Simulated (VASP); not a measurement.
A run of VASP 6.6.1 is set up as follows.

File INCAR:

```
SYSTEM = ScHCl2O
PREC = Accurate
ENCUT = 400
EDIFF = 1E-7
ISMEAR = 0
SIGMA = 0.01
LREAL = .False.
LASPH = .True.
NELM = 60
ALGO = Normal
ISIF = 2
LWAVE = .False.
LCHARG = .False.
GGA = RE
IVDW = 13
IBRION = 2
NSW = 60
EDIFFG = -0.02
```

Contents of KPOINTS:

```
regular mesh
0
Gamma
  1 1 1
  0 0 0
```

File POSCAR:

```
ScHCl2O
1.0
   12.0000000000      0.0000000000      0.0000000000
    0.0000000000     14.0000000000      0.0000000000
    0.0000000000      0.0000000000     12.0000000000
O Sc Cl H
1 1 2 1
Cartesian
    7.1185500000      8.3677000400      6.7833000000
    6.4221500400      6.7452999600      6.3189999600
    7.4441499600      4.8286999600      7.0623000000
    4.5409500000      6.6636000200      5.0057000400
    7.4850500400      9.2133000400      7.0287000000
```

Potentials or basis: VASP PAW PBE potentials, release 64 (O_s, Sc_sv, Cl, H_s).

Launch:

```bash
$ cat potpaw_PBE.64/O_s/POTCAR potpaw_PBE.64/Sc_sv/POTCAR potpaw_PBE.64/Cl/POTCAR potpaw_PBE.64/H_s/POTCAR > POTCAR
$ mpirun -np 1 vasp_gam > vasp.out
```

**Question.** Estimate the energy gained by relaxing.

**Answer.** 8.2 meV/atom.

**Question.** What does it give for the dispersion energy per atom?

**Answer.** -0.049 eV.

**Question.** What does it give for the gap between the frontier levels?

**Answer.** 3.90 eV.

Step by step:
| step | energy change (eV) | largest force (eV/Å) | pressure (GPa) |
| --- | --- | --- | --- |
| 1 | 0.0000 | 1.9177 | 0.11 |
| 2 | 0.3450 | 6.2519 | -0.01 |
| 3 | -0.0229 | 0.6600 | 0.07 |
| 4 | -0.0229 | 0.5972 | 0.07 |
| 5 | -0.0357 | 0.4537 | 0.01 |
| 6 | -0.0365 | 0.2702 | 0.02 |
| 7 | -0.0407 | 0.0518 | 0.00 |
| 8 | -0.0409 | 0.0217 | -0.01 |
| 9 | -0.0409 | 0.0216 | -0.01 |
| 10 | -0.0409 | 0.0770 | -0.01 |
| 11 | -0.0409 | 0.0089 | -0.01 |

Caveat: the PAW data sets were made with another functional, which shifts forces and pressure a little. As with any semilocal functional, this revPBE gap is likely too small.
